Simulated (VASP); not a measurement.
All values below come from PBE GGA, VASP's PBE PAW potentials (set 64) (plane waves; VASP).

The input files of a VASP run:

### KPOINTS
```
Automatic
0
Gamma
 10 10 10
```

**POSCAR**
```
GaN
1
    0.0000000000     2.2068192308     2.2068192308
    2.2068192308     0.0000000000     2.2068192308
    2.2068192308     2.2068192308     0.0000000000
Ga N
1 1
Direct
  0.0000000000   0.0000000000   0.0000000000
  0.2500000000   0.2500000000   0.2500000000
```

INCAR:
```
ALGO = Normal
EDIFF = 1E-7
ENCUT = 600
GGA = PE
ISIF = 2
ISMEAR = 0
LASPH = .TRUE.
LCHARG = .FALSE.
LMAXMIX = 4
LREAL = .FALSE.
LWAVE = .FALSE.
NELM = 100
PREC = Accurate
SIGMA = 0.05
SYSTEM = GaN
```

POTCAR, in this order: Ga_d N (PBE.64 set). Program: vasp_std.

The run wrote:

**OUTCAR**
```
 ion  position               nearest neighbor table
   1  0.000  0.000  0.000-   2 1.91   2 1.91   2 1.91   2 1.91
   2  0.250  0.250  0.250-   1 1.91   1 1.91   1 1.91   1 1.91
  LATTYP: Found a face centered cubic cell.
 ALAT       =     4.4136384616
 Subroutine PRICEL returns:
 Original cell was already a primitive cell.
 Subroutine GETGRP returns: Found 24 space group operations
The static configuration has the point symmetry T_d .
The dynamic configuration has the point symmetry T_d .
 Subroutine INISYM returns: Found 24 space group operations
 Subroutine IBZKPT returns following result:
 Found     47 irreducible k-points:

 Following reciprocal coordinates:
            Coordinates               Weight
  0.000000  0.000000  0.000000      1.000000
  0.100000  0.000000  0.000000      8.000000
  0.200000  0.000000  0.000000      8.000000
  0.300000  0.000000  0.000000      8.000000
  0.400000  0.000000  0.000000      8.000000
  0.500000  0.000000  0.000000      4.000000
  0.100000  0.100000  0.000000      6.000000
  0.200000  0.100000  0.000000     24.000000
  0.300000  0.100000  0.000000     24.000000
...
```

### OSZICAR
```
       N       E                     dE             d eps       ncg     rms          rms(c)
DAV:   1     0.971305273910E+02    0.97131E+02   -0.10662E+04  1310   0.279E+03
DAV:   2    -0.603306541487E+01   -0.10316E+03   -0.97301E+02  1342   0.402E+02
DAV:   3    -0.140218263394E+02   -0.79888E+01   -0.79389E+01  1407   0.978E+01
DAV:   4    -0.141499619700E+02   -0.12814E+00   -0.12795E+00  1415   0.134E+01
DAV:   5    -0.141521532882E+02   -0.21913E-02   -0.21913E-02  1347   0.159E+00    0.795E+00
DAV:   6    -0.120350558133E+02    0.21171E+01   -0.59021E+00  1878   0.520E+01    0.266E+00
DAV:   7    -0.120519536922E+02   -0.16898E-01   -0.41226E-01  1232   0.804E+00    0.178E+00
DAV:   8    -0.120470076954E+02    0.49460E-02   -0.56116E-02  1352   0.471E+00    0.656E-01
DAV:   9    -0.120427965919E+02    0.42111E-02   -0.20704E-02  1832   0.407E+00    0.162E-01
DAV:  10    -0.120429606920E+02   -0.16410E-03   -0.17035E-03  1481   0.748E-01    0.391E-02
DAV:  11    -0.120429366464E+02    0.24046E-04   -0.22045E-04  1753   0.251E-01    0.194E-02
DAV:  12    -0.120429411473E+02   -0.45008E-05   -0.20222E-05  1382   0.623E-02    0.825E-03
DAV:  13    -0.120429410020E+02    0.14528E-06   -0.12922E-06  1620   0.122E-02    0.319E-03
DAV:  14    -0.120429409516E+02    0.50361E-07   -0.10346E-07   943   0.317E-03
   1 F= -.12042941E+02 E0= -.12042941E+02  d E =-.232196E-12
```

### OUTCAR
```
------------------------ aborting loop because EDIFF is reached ----------------------------------------
  FORCE on cell =-STRESS in cart. coord.  units (eV):
  Direction    XX          YY          ZZ          XY          YZ          ZX
  --------------------------------------------------------------------------------------
  Total        2.5120461      2.5120461      2.5120461     -0.0000000      0.0000000     -0.0000000
  in kB      187.2439973    187.2439973    187.2439973     -0.0000000      0.0000000     -0.0000000
  external PRESSURE =     187.2439973 kB  Pullay stress =       0.0000000 kB
  volume of cell :       21.49
      direct lattice vectors                 reciprocal lattice vectors
     0.000000000  2.206819231  2.206819231    -0.226570438  0.226570438  0.226570438
     2.206819231  0.000000000  2.206819231     0.226570438 -0.226570438  0.226570438
     2.206819231  2.206819231  0.000000000     0.226570438  0.226570438 -0.226570438
  FREE ENERGIE OF THE ION-ELECTRON SYSTEM (eV)
  ---------------------------------------------------
  free  energy   TOTEN  =       -12.0429409516 eV

  energy  without entropy=      -12.0429409516  energy(sigma->0) =      -12.04294095
```
(Selected blocks of OUTCAR.)

The compound is GaN in the zinc blende structure, a metastable form; wurtzite is the usual one. This cell was strained or had an atom moved on purpose.
